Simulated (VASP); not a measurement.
Calculation: PBE GGA, VASP's PBE PAW potentials (set 64) (plane waves; VASP 6.6.1).

VASP input:

### INCAR
```
# general
SYSTEM  = HfN
PREC    = Accurate
ENCUT   = 520
LREAL   = .FALSE.
LASPH   = .TRUE.   # aspherical one-centre terms
ADDGRID = .TRUE.

# electronic loop
EDIFF   = 1E-6   # SCF stop (eV)
NELM    = 100
ALGO    = Normal   # blocked Davidson
LMAXMIX = 6   # l cut-off of mixed one-centre charges

# smearing
ISMEAR  = 1   # Methfessel-Paxton
SIGMA   = 0.1   # width (eV)

# functional
GGA     = PE   # PBE

# ions
ISIF    = 2

# output
LWAVE   = .FALSE.
LCHARG  = .FALSE.
```

File POSCAR:
```
HfN
1
    0.0000000000     2.2600000000     2.2600000000
    2.2600000000     0.0000000000     2.2600000000
    2.2600000000     2.2600000000     0.0000000000
Hf N
1 1
Direct
  0.0000000000   0.0000000000   0.0000000000
  0.5000000000   0.5000000000   0.5000000000
```

KPOINTS:
```
Automatic mesh
0
gamma
  13 13 13
0 0 0
```

POTCAR, in this order: Hf_pv N (PBE.64 set). Program: vasp_std.

The resulting files:

### OSZICAR
```
       N       E                     dE             d eps       ncg     rms          rms(c)
DAV:   1     0.359546166598E+02    0.35955E+02   -0.82872E+03  1848   0.128E+03
DAV:   2    -0.226749889566E+02   -0.58630E+02   -0.55161E+02  2423   0.249E+02
DAV:   3    -0.247446664165E+02   -0.20697E+01   -0.20571E+01  2405   0.409E+01
DAV:   4    -0.247612781197E+02   -0.16612E-01   -0.16367E-01  2179   0.368E+00
DAV:   5    -0.247615534831E+02   -0.27536E-03   -0.27459E-03  2373   0.344E-01    0.491E+01
DAV:   6    -0.218366359585E+02    0.29249E+01   -0.15525E+01  2160   0.282E+01    0.411E+01
DAV:   7    -0.217773922077E+02    0.59244E-01   -0.68928E-01  2106   0.759E+00    0.264E+01
DAV:   8    -0.217656416030E+02    0.11751E-01   -0.13396E-01  2170   0.341E+00    0.617E+00
DAV:   9    -0.217548826178E+02    0.10759E-01   -0.61984E-02  2183   0.173E+00    0.154E+00
DAV:  10    -0.217544697806E+02    0.41284E-03   -0.23117E-03  2167   0.444E-01    0.339E-01
DAV:  11    -0.217544742269E+02   -0.44463E-05   -0.23553E-04  2296   0.136E-01    0.538E-02
DAV:  12    -0.217544706804E+02    0.35465E-05   -0.14525E-05  2240   0.363E-02    0.360E-02
DAV:  13    -0.217544703852E+02    0.29522E-06   -0.57170E-07  1164   0.836E-03
   1 F= -.21754470E+02 E0= -.21754368E+02  d E =-.306815E-03
```

OUTCAR:
```
------------------------ aborting loop because EDIFF is reached ----------------------------------------
  FORCE on cell =-STRESS in cart. coord.  units (eV):
  Direction    XX          YY          ZZ          XY          YZ          ZX
  --------------------------------------------------------------------------------------
  Total        0.3780678      0.3780678      0.3780678     -0.0000000     -0.0000000     -0.0000000
  in kB       26.2376536     26.2376536     26.2376536     -0.0000000     -0.0000000     -0.0000000
  external PRESSURE =      26.2376536 kB  Pullay stress =       0.0000000 kB
  volume of cell :       23.09
      direct lattice vectors                 reciprocal lattice vectors
     0.000000000  2.260000000  2.260000000    -0.221238938  0.221238938  0.221238938
     2.260000000  0.000000000  2.260000000     0.221238938 -0.221238938  0.221238938
     2.260000000  2.260000000  0.000000000     0.221238938  0.221238938 -0.221238938
 POSITION                                       TOTAL-FORCE (eV/Angst)
 -----------------------------------------------------------------------------------
      0.00000      0.00000      0.00000         0.000000      0.000000      0.000000
      2.26000      2.26000      2.26000        -0.000000     -0.000000     -0.000000
 -----------------------------------------------------------------------------------
    total drift:                                0.000000     -0.000000     -0.000000
  FREE ENERGIE OF THE ION-ELECTRON SYSTEM (eV)
  ---------------------------------------------------
  free  energy   TOTEN  =       -21.7544703852 eV

  energy  without entropy=      -21.7541635700  energy(sigma->0) =      -21.75436811
```
(Selected blocks of OUTCAR.)

OUTCAR:
```
 val. band max:        8.4308720194   @ k =   0.1538   0.0000   0.0000

 cond. band min:       8.4871364494   @ k =  -0.3846   0.3077   0.0000


 Fermi energy:         8.4568982211

 k-point     1 :       0.0000    0.0000    0.0000
  band No.  band energies     occupation
      1     -22.7832      2.00000
      2     -22.7832      2.00000
      3     -22.7832      2.00000
      4      -9.1286      2.00000
      5       5.3473      2.00000
      6       5.3473      2.00000
      7       5.3473      2.00000
      8       8.0280      2.00000
      9       8.0280      2.00000
     10       8.0280      2.00000
     11      10.1576     -0.00000

 k-point     2 :       0.0769    0.0000    0.0000
  band No.  band energies     occupation
      1     -22.8433      2.00000
      2     -22.7882      2.00000
      3     -22.7882      2.00000
      4      -8.9928      2.00000
      5       4.7592      2.00000
      6       5.0054      2.00000
      7       5.0054      2.00000
      8       8.1815      2.00069
      9       8.2274      2.00552
     10       8.2274      2.00552
     11      10.5921      0.00000

 k-point     3 :       0.1538    0.0000    0.0000
  band No.  band energies     occupation
      1     -23.0058      2.00000
      2     -22.8020      2.00000
      3     -22.8020      2.00000
      4      -8.6109      2.00000
      5       3.5484      2.00000
      6       4.2803      2.00000
      7       4.2803      2.00000
      8       8.4309      1.42440
      9       8.7396     -0.00048
     10       8.7396     -0.00048
     11      11.6159      0.00000

 k-point     4 :       0.2308    0.0000    0.0000
  band No.  band energies     occupation
      1     -23.2254      2.00000
      2     -22.8214      2.00000
      3     -22.8214      2.00000
      4      -8.0527      2.00000
      5       2.2416      2.00000
      6       3.5257      2.00000
      7       3.5257      2.00000
      8       8.8080     -0.00001
      9       9.4917     -0.00000
...
```

Unless said otherwise, spin-orbit coupling is left out, though it shifts the bands of the heavy elements here.

The compound is HfN in the rock salt structure. The cell was not relaxed at this level. The run is one of a series of settings (ADDGRID = .TRUE. against the base run), some of them coarse on purpose. The electron count is odd and the run is not spin-polarised, which forces a metal.
